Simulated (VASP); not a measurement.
All values below come from PW91 GGA, VASP's PBE PAW potentials (set 64) (plane waves; VASP).

A VASP calculation is set up with these files.

### INCAR
```
SYSTEM = CaO
PREC = Accurate; ENCUT = 520; LREAL = .FALSE.
LASPH = .TRUE.; ICHARG = 11
EDIFF = 1E-7; NELM = 100; ALGO = Normal
ISMEAR = 0; SIGMA = 0.05
GGA = 91
LWAVE = .FALSE.; LCHARG = .FALSE.; LORBIT = 11
```

KPOINTS:
```
k-points along high-symmetry lines
15
Line-mode
Reciprocal
  0.000000   0.000000   0.000000 ! GAMMA
  0.500000   0.000000   0.500000 ! X

  0.500000   0.000000   0.500000 ! X
  0.625000   0.250000   0.625000 ! U

  0.375000   0.375000   0.750000 ! K
  0.000000   0.000000   0.000000 ! GAMMA

  0.000000   0.000000   0.000000 ! GAMMA
  0.500000   0.500000   0.500000 ! L

  0.500000   0.500000   0.500000 ! L
  0.500000   0.250000   0.750000 ! W

  0.500000   0.250000   0.750000 ! W
  0.500000   0.000000   0.500000 ! X
```

**POSCAR**
```
CaO
1.0
  0.0000000000   2.4156007800   2.4156007800
  2.4156007800   0.0000000000   2.4156007800
  2.4156007800   2.4156007800   0.0000000000
Ca O
1 1
Direct
  0.0000000000   0.0000000000   0.0000000000
  0.5000000000   0.5000000000   0.5000000000
```

POTCAR, in this order: Ca_sv O (PBE.64 set). Program: vasp_std. Read from the step before: CHGCAR.

Output

File OUTCAR:
```
 ion  position               nearest neighbor table
   1  0.000  0.000  0.000-   2 2.42   2 2.42   2 2.42   2 2.42   2 2.42   2 2.42
   2  0.500  0.500  0.500-   1 2.42   1 2.42   1 2.42   1 2.42   1 2.42   1 2.42
  LATTYP: Found a face centered cubic cell.
 ALAT       =     4.8312015600
 Subroutine PRICEL returns:
 Original cell was already a primitive cell.
 Subroutine GETGRP returns: Found 48 space group operations
The static configuration has the point symmetry O_h .
The dynamic configuration has the point symmetry O_h .
 Subroutine INISYM returns: Found 48 space group operations
   k-points           NKPTS =     90   k-points in BZ     NKDIM =     90   number of bands    NBANDS=     12
   number of dos      NEDOS =    301   number of ions     NIONS =      2
   total plane-waves  NPLWV =  21952
   dimension x,y,z NGX =    28 NGY =   28 NGZ =   28
   dimension x,y,z NGXF=    56 NGYF=   56 NGZF=   56
   ions per type =               1   1
   PREC   = accura    normal or accurate (medium, high low for compatibility)
   ISTART =      0    job   : 0-new  1-cont  2-samecut
   ICHARG =     11    charge: 1-file 2-atom 10-const
   ISPIN  =      1    spin polarized calculation?
   LNONCOLLINEAR =      F non collinear calculations
   LSORBIT =      F    spin-orbit coupling
   INIWAV =      1    electr: 0-lowe 1-rand  2-diag
   ENCUT  =  520.0 eV  38.22 Ry    6.18 a.u.   6.35  6.35  6.35*2*pi/ulx,y,z
   NELM   =    100;   NELMIN=  2; NELMDL= -5     # of ELM steps
   EDIFF  = 0.1E-06   stopping-criterion for ELM
   LREAL  =      F    real-space projection
   NLSPLINE    = F    spline interpolate recip. space projectors
   LMAXMIX     =    2 max onsite mixed and CHGCAR
   VOSKOWN=      0    Vosko Wilk Nusair interpolation
   EDIFFG = 0.1E-05   stopping-criterion for IOM
   NSW    =      0    number of steps for IOM
   NBLOCK =      1;   KBLOCK =      1    inner block; outer block
   IBRION =     -1    ionic relax: 0-MD 1-quasi-New 2-CG
   NFREE  =      0    steps in history (QN), initial steepest desc. (CG)
   ISIF   =      2    stress and relaxation
   ISYM   =      2    0-nonsym 1-usesym 2-fastsym
   TEIN   =    0.0    initial temperature
   TEBEG  =    0.0;   TEEND  =   0.0 temperature during run
...
```

OSZICAR:
```
       N       E                     dE             d eps       ncg     rms          rms(c)
DAV:   1     0.125985129086E+03    0.12599E+03   -0.86503E+03  2160   0.135E+03
DAV:   2    -0.484786354449E+01   -0.13083E+03   -0.12317E+03  2428   0.334E+02
DAV:   3    -0.114617914239E+02   -0.66139E+01   -0.64463E+01  2768   0.726E+01
DAV:   4    -0.117180275418E+02   -0.25624E+00   -0.25579E+00  3392   0.127E+01
DAV:   5    -0.117205377267E+02   -0.25102E-02   -0.25101E-02  2648   0.122E+00
DAV:   6    -0.117205957916E+02   -0.58065E-04   -0.58064E-04  3048   0.128E-01
DAV:   7    -0.117205967065E+02   -0.91488E-06   -0.91490E-06  2820   0.156E-02
DAV:   8    -0.117205967195E+02   -0.12943E-07   -0.12935E-07  1900   0.172E-03
   1 F= -.11720597E+02 E0= -.11720597E+02  d E =-.250278E-13
```

OUTCAR:
```
 val. band max:        2.1796970704   @ k =   0.0000   0.0000   0.0000

 cond. band min:       5.8197533305   @ k =   0.5000   0.0000   0.5000



 k-point     1 :       0.0000    0.0000    0.0000
  band No.  band energies     occupation
      1     -35.4331      2.00000
      2     -16.2831      2.00000
      3     -16.2831      2.00000
      4     -16.2831      2.00000
      5     -13.2722      2.00000
      6       2.1797      2.00000
      7       2.1797      2.00000
      8       2.1797      2.00000
      9       6.7992      0.00000
     10       8.3519      0.00000
     11       8.3519      0.00000
     12       8.3519      0.00000

 k-point     2 :       0.0357    0.0000    0.0357
  band No.  band energies     occupation
      1     -35.4315      2.00000
      2     -16.3027      2.00000
      3     -16.2859      2.00000
      4     -16.2859      2.00000
      5     -13.2477      2.00000
      6       2.0894      2.00000
      7       2.1683      2.00000
      8       2.1683      2.00000
      9       6.8807      0.00000
     10       8.3046      0.00000
     11       8.4006      0.00000
     12       8.4006      0.00000

 k-point     3 :       0.0714    0.0000    0.0714
  band No.  band energies     occupation
      1     -35.4268      2.00000
      2     -16.3574      2.00000
      3     -16.2939      2.00000
      4     -16.2939      2.00000
      5     -13.1799      2.00000
      6       1.8503      2.00000
      7       2.1362      2.00000
      8       2.1362      2.00000
      9       7.0958      0.00000
     10       8.1694      0.00000
     11       8.5431      0.00000
     12       8.5431      0.00000

 k-point     4 :       0.1071    0.0000    0.1071
  band No.  band energies     occupation
      1     -35.4192      2.00000
      2     -16.4365      2.00000
      3     -16.3068      2.00000
      4     -16.3068      2.00000
      5     -13.0839      2.00000
      6       1.5311      2.00000
      7       2.0889      2.00000
...
```

The density is held fixed in this step, so its total energy and stress have no physical meaning.

The compound is CaO in the rock salt structure. It was relaxed first.
